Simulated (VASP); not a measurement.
Level of theory: RPBE GGA, VASP's PBE PAW potentials (set 64) (plane waves; VASP 6.6.1).

A VASP calculation is set up with these files.

File POSCAR:
```
WS2
1
    1.6369165857    -2.8352226707     0.0000000000
    1.6369165857     2.8352226707     0.0000000000
    0.0000000000     0.0000000000    15.6341135859
W S
2 4
Direct
  0.3333330000   0.6666670000   0.2500000000
  0.6666670000   0.3333330000   0.7500000000
  0.3333330000   0.6666670000   0.8525365450
  0.6666670000   0.3333330000   0.3525365450
  0.6666670000   0.3333330000   0.1474634550
  0.3333330000   0.6666670000   0.6474634550
```

KPOINTS:
```
Regular mesh
0
gamma
 8 8 2
0 0 0
```

INCAR:
```
SYSTEM=WS2
PREC=Accurate; ENCUT=520; LREAL=.FALSE.
LASPH=.TRUE.
EDIFF=1E-7; NELM=100; ALGO=Normal
LMAXMIX=6
ISMEAR=0; SIGMA=0.05
GGA=RP
IBRION=2; NSW=30; ISIF=4
EDIFFG=-0.01
LWAVE=.FALSE.; LCHARG=.FALSE.
```

POTCAR, in this order: W_sv S (PBE.64 set). Program: vasp_std.

Without a dispersion term in the relaxation, distances and binding between the weakly bound layers, chains or molecules are unreliable, and so is what depends on them.

Question: Predict the energy per atom (σ→0).

Answer: 
| Quantity | Result |
|---|---|
| energy per atom (σ→0) | -7.502 eV/atom |

OSZICAR:
```
...
DAV:   1    -0.450128290319E+02   -0.24834E-03   -0.27347E-02  1282   0.763E-01    0.167E-01
DAV:   2    -0.450129137945E+02   -0.84763E-04   -0.17043E-03  1525   0.184E-01    0.660E-02
DAV:   3    -0.450128949623E+02    0.18832E-04   -0.11448E-04  1501   0.621E-02    0.503E-02
DAV:   4    -0.450128902188E+02    0.47435E-05   -0.24488E-05  1596   0.271E-02    0.238E-02
DAV:   5    -0.450128890540E+02    0.11648E-05   -0.75186E-06  1417   0.141E-02    0.335E-03
DAV:   6    -0.450128881731E+02    0.88092E-06   -0.13098E-06  1362   0.560E-03    0.243E-03
DAV:   7    -0.450128881404E+02    0.32642E-07   -0.15105E-07  1149   0.173E-03
   8 F= -.45012888E+02 E0= -.45012888E+02  d E =-.500262E-03
```

The compound is WS2 in the 2H layered structure. This cell is one point of a volume scan, at 1.06 of the reference volume. Symmetry was kept, so distortions that lower it aren't found.
